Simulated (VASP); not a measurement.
Here is the system:

```xyz
1
Lattice="-2.8250 2.8250 2.8250 2.8250 -2.8250 2.8250 2.8250 2.8250 -2.8250" Properties=species:S:1:pos:R:3 pbc="T T T"
Rb     0.0000     0.0000     0.0000
```

Method: MS2 meta-GGA, VASP's PBE PAW potentials (set 64) (plane waves; VASP 6.6.1). Run with 520 eV cut-off, 8×8×8 Γ-centred mesh, first-order Methfessel-Paxton smearing of 0.10 eV, potentials Rb_sv.

Energy and stress use the plane-wave basis of the starting cell.

### Question
The ions, cell shape and volume are relaxed. Predict the relaxed structure.

### Answer

```xyz
1
Lattice="-2.8562 2.8562 2.8562 2.8562 -2.8562 2.8562 2.8562 2.8562 -2.8562" Properties=species:S:1:pos:R:3 pbc="T T T"
Rb    -2.8562     2.8562     2.8562
```
Space group Im-3m (229), at a tolerance of 0.03 Å.

### Question
How do energy and volume change from the first to the last step?

### Answer
The energy (σ→0) changes by -1.2 meV/atom and the volume by +3.4 %, in 4 ionic steps.

The compound is Rb in the bcc structure. This run relaxes it. Symmetry was kept, so distortions that lower it aren't found.
